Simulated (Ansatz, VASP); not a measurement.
# AlAsN2 (CuAu-ordered zincblende type (invented)): VASP beside Ansatz, part 2 of 2

Aim: how closely do two programs agree when they are given the same cell, functional and k mesh? The cell is generated by rule, not measured, and may not be a known phase. Of the first pair: The two relaxations start from unlike cells of this crystal (the structure described is Ansatz's start), so only their ends are compared.

VASP 6.6.1 and Ansatz 0.2.0.

So far: The structure; Ansatz: relaxation of cell and atoms, PBEsol, pair 1; VASP: relaxation of cell and atoms, PBEsol, pair 1; Comparison.

### 5. VASP: relaxation of cell and atoms, PBEsol, pair 2

Level of this step: PBEsol; plane waves and PAW (Al, As, N); invented cell (VASP).

The relaxed volume is the usual yardstick between codes: in a stiff, nearly cubic crystal its relative difference is about their pressure difference at one cell divided by the bulk modulus. Its start cell is another than that of the pair before, and may be another structure of the material.

Input file INCAR:

```
SYSTEM = AlAsN2
PREC = Accurate
ENCUT = 600
EDIFF = 1E-07
NELM = 120
ISMEAR = 0
SIGMA = 0.1
LREAL = .FALSE.
ALGO = Normal
GGA = PS
NBANDS = 15
LORBIT = 11
LWAVE = .FALSE.
LCHARG = .FALSE.
ISIF = 3
IBRION = 2
NSW = 80
EDIFFG = -0.005
LASPH = .TRUE.
GGA_COMPAT = .FALSE.
NELMIN = 4
```

Input file POSCAR:

```
AlAsN2
1.0
    3.2892310000      0.0000000000      0.0000000000
    0.0000000000      3.2892310000      0.0000000000
    0.0000000000      0.0000000000      4.6682780000
Al As N
1 1 2
Direct
    0.0000000000      0.0000000000      0.0000000000
    0.5000001520      0.5000001520      0.5000000000
    0.0000000000      0.5000001520      0.2102329810
    0.5000001520      0.0000000000      0.7897670190
```

Input file KPOINTS:

```
Automatic mesh
0
Gamma
12 12 10
0 0 0
```

PAW data sets: Al, As and N (PBE family, release 64).

Launch:

```
mpirun -np 1 vasp_std
```

Numbers of over 12 decimals in the logs are rounded to 6 here.

The log of the run:

```text
[banner, memory and clock lines left out]
running    1 mpi-ranks, on    1 nodes
[...]
[... a notice as in an earlier step ...]

 LDA part: xc-table for (Slater+PW92), standard interpolation
 POSCAR, INCAR and KPOINTS ok, starting setup
[...]
entering main loop
       N       E                     dE             d eps       ncg     rms          rms(c)
DAV:   1     0.655503642201E+02    0.65550E+02   -0.89203E+03  5056   0.117E+03
DAV:   2    -0.254815134816E+02   -0.91032E+02   -0.85565E+02  6837   0.227E+02
DAV:   3    -0.310156732598E+02   -0.55342E+01   -0.54857E+01  6622   0.601E+01
DAV:   4    -0.310571606835E+02   -0.41487E-01   -0.41476E-01  5908   0.561E+00
[...]
DAV:  13    -0.266615315033E+02    0.34209E-06   -0.86811E-06  6048   0.213E-02    0.365E-03
DAV:  14    -0.266615314161E+02    0.87201E-07   -0.11074E-06  6489   0.755E-03    0.251E-03
DAV:  15    -0.266615313287E+02    0.87469E-07   -0.24076E-07  4529   0.381E-03
   1 F= -.26661531E+02 E0= -.26658916E+02  d E =-.266615E+02
[... from here on, the cycles between the ionic steps are left out ...]
   2 F= -.26663507E+02 E0= -.26660856E+02  d E =-.197603E-02
   3 F= -.26663507E+02 E0= -.26660856E+02  d E =-.197616E-02
   4 F= -.26664745E+02 E0= -.26662100E+02  d E =-.123800E-02
   5 F= -.26665077E+02 E0= -.26662456E+02  d E =-.156960E-02
   6 F= -.26665788E+02 E0= -.26663152E+02  d E =-.710648E-03
   7 F= -.26666301E+02 E0= -.26663653E+02  d E =-.122391E-02
   8 F= -.26666303E+02 E0= -.26663654E+02  d E =-.122548E-02
   9 F= -.26666269E+02 E0= -.26663606E+02  d E =0.331959E-04
  10 F= -.26666327E+02 E0= -.26663673E+02  d E =-.241566E-04
  11 F= -.26666327E+02 E0= -.26663672E+02  d E =-.241672E-04
  12 F= -.26666329E+02 E0= -.26663679E+02  d E =-.229632E-05
 trial-energy change:   -0.000002  1 .order   -0.000002   -0.000004   -0.000000
 step:   1.4130(harm=  1.4130)  dis= 0.00037  next Energy=   -26.666329 (dE=-0.225E-05)
 reached required accuracy - stopping structural energy minimisation
```

From OUTCAR (step 5):

```text
  Total       -0.0014204     -0.0014204      0.0013228      0.0000000      0.0000000      0.0000000
  in kB       -0.0448605     -0.0448605      0.0417804      0.0000000      0.0000000      0.0000000
  external PRESSURE =      -0.0159802 kB  Pullay stress =       0.0000000 kB

 POSITION                                       TOTAL-FORCE (eV/Angst)
 -----------------------------------------------------------------------------------
      0.00000      0.00000      0.00000         0.000000      0.000000      0.000000
      1.63196      1.63196      2.38088         0.000000     -0.000000      0.000000
      0.00000      1.63196      0.99396         0.000000     -0.000000      0.000195
      1.63196     -0.00000      3.76780        -0.000000      0.000000     -0.000195
 -----------------------------------------------------------------------------------
    total drift:                               -0.000441     -0.000441     -0.000000

  FREE ENERGIE OF THE ION-ELECTRON SYSTEM (eV)
  ---------------------------------------------------
  free  energy   TOTEN  =       -26.6663290348 eV

  energy  without entropy=      -26.6610289546  energy(sigma->0) =      -26.66367899

[... 1 part as in an earlier step ...]

[... 3 further parts left out ...]
[key lines of the parts left out:]
E-fermi :   6.8141
```

### 6. Ansatz: relaxation of cell and atoms, PBEsol, pair 2

The same cell, functional, mesh and smearing now go to Ansatz, which takes its cutoff from its data sets.

The cell is taken from a series of runs on this material, whose earlier steps may have relaxed, scaled, displaced or heated it; both programs get it as it stands.

Input file input.yaml:

```yaml
crystal:
  lattice:
    - [3.289231334, 0.0, 0.0]
    - [0.0, 3.289231334, 0.0]
    - [0.0, 0.0, 4.6682779761]
  atoms:
    - { symbol: Al, position: [0.0, 0.0, 0.0] }
    - { symbol: As, position: [0.5, 0.5, 0.5] }
    - { symbol: "N", position: [0.0, 0.5, 0.2102330193] }
    - { symbol: "N", position: [0.5, 0.0, 0.7897669807] }
kpoints:
  mp_grid: { grid: [12, 12, 10] }
hamiltonian:
  xc: pbesol
scf:
  occupations: { method: gaussian, width: 0.1 }
output:
  forces: true
  stress: true
  eigenvalues: true
relax:
  adjacent_minimum: "off"
  f_tol: 0.005
  max_steps: 80
  cell: { stress_tol: 0.05 }
```

Launch:

```
ansatz run input.yaml --threads 2 --pin off --max-ram 5120MiB --backend cpu --events-out ev --progress --plain --runs-dir out
```

The log of the run:

```text
[...]
Crystal: 4 atoms, lattice volume = 50.506 Å³
Basis set: ecut = 420 eV, 999 PW (Γ), exchange–correlation on 48×48×64 points (8 copies of the dense FFT grid, shifted against one another)
Bands: 18, of which v1, the nominal top of the filled ones, is band 14 counted from 1 (13 counted from 0)
Symmetry: 8 space group operations
[...]
k-points: 168 of 1440 (time reversal used)
[...]
--- Relaxed structure (5 steps of the walk, 5 accepted, 2 SCFs on fresh bases) ---
[...]
cell:  # Å, volume = 50.7177 Å³
    - [3.266171, 0, 0]
    - [0, 3.266171, 0.0]
    - [0, 0.0, 4.754246]
  atoms:
    - { symbol: Al, position: [0, 0, 0] }
    - { symbol: As, position: [0.500000, 0.500000, 0.500000] }
    - { symbol: N, position: [0, 0.500000, 0.209155] }
    - { symbol: N, position: [0.500000, 0, 0.790845] }
[key lines of the parts left out:]
SCF converged after 6 iterations
Free energy (F): -6094.733703 eV
Fermi energy:    9.906766 eV
P = ⅓ Tr σ = -0.0051 GPa (-0.051 kbar)
```

### 7. Differences

What differs besides the data sets and the points named for the pairs above, as far as they apply: the data sets hold 28 valence electrons in Ansatz (on its default PAW (the set named soft_2) files) and 18 in VASP. Total energies have different zeros and are not compared.

The two programs side by side:

```csv
quantity,Ansatz,VASP,difference
volume (Å³),50.72,50.73,-0.02 %
"edge a after relaxation, in the typed setting (Å)",3.266,3.264,+0.07 %
"edge c after relaxation, in the typed setting (Å)",4.754,4.762,-0.16 %
```

### 8. Summary of results

| Property | Result |
| --- | --- |
| difference in edge c after relaxation, in the typed setting (relaxation of cell and atoms, PBEsol, pair 1) | -0.24 % |
| difference in edge c after relaxation, in the typed setting (relaxation of cell and atoms, PBEsol, pair 2) | -0.16 % |

What this shows: The difference in edge c after relaxation, in the typed setting is -0.24 % (relaxation of cell and atoms, PBEsol, pair 1), within the 1.2 % picked in this series as the mark of a large difference, as far as the stopping tolerances let one tell. The data sets hold unlike numbers of valence electrons (28 in Ansatz and 18 in VASP), so part of the differences comes from the potentials. Such differences can come from data sets, numerical settings and the points named under the comparisons, not from the functional's error against experiment.

[Lines on the potential files, build, host, timing and source positions are cut from VASP's logs without a mark.]

[Logs are printed without paths, hosts, clocks, repeated set-up lines and the standing remarks that a program may print on its own settings, such as how far it seeks lower states.]

[Hosts, paths, dates, database ids (printed as entryN), source tags and the programs' standing remarks are cut or masked in the printed files.]
